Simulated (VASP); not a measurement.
Runs of VASP 6.6.1 on NAlO2H4. The cell holds a molecule in a box, 8 atoms: a = 13.000 Å, b = 14.000 Å, c = 11.000 Å, α = 90.00°, β = 90.00°, γ = 90.00°. 

```csv
task,level,cell,grid for exact exchange (PRECFOCK),screening parameter,gap on the mesh (eV),largest force (eV/Å)
electron localisation function,PBE,as given,-,-,4.53,0.61
single point,PBE,as given,-,-,4.53,0.61
single point,PBE,"atoms moved at random, drawn with an rms of 0.05 Å",-,-,4.38,3.44
atomic charges,PBE+TS,as given,-,-,4.53,0.61
single point,HSE06+D4,as given,Normal,0.2 1/A,5.92,0.13
relaxation of the atoms,PBE,"atoms relaxed from: atoms moved at random, drawn with an rms of 0.02 Å",-,-,4.48,0.02
single point,HSE06+TS,as given,Fast,0.2 1/A,5.92,(a)
```

Alike in all rows: potentials or basis VASP PAW PBE potentials, release 64 (N, Al, O, H); no spin polarisation; k mesh 1 × 1 × 1; cutoff (eV) 520; smearing gaussian 0.01 eV.

**Question.** Estimate the missing entries.

**Answer.** (a) 0.12.

Caveats: the PAW data sets were made with another functional, which shifts forces and pressure a little (some runs).

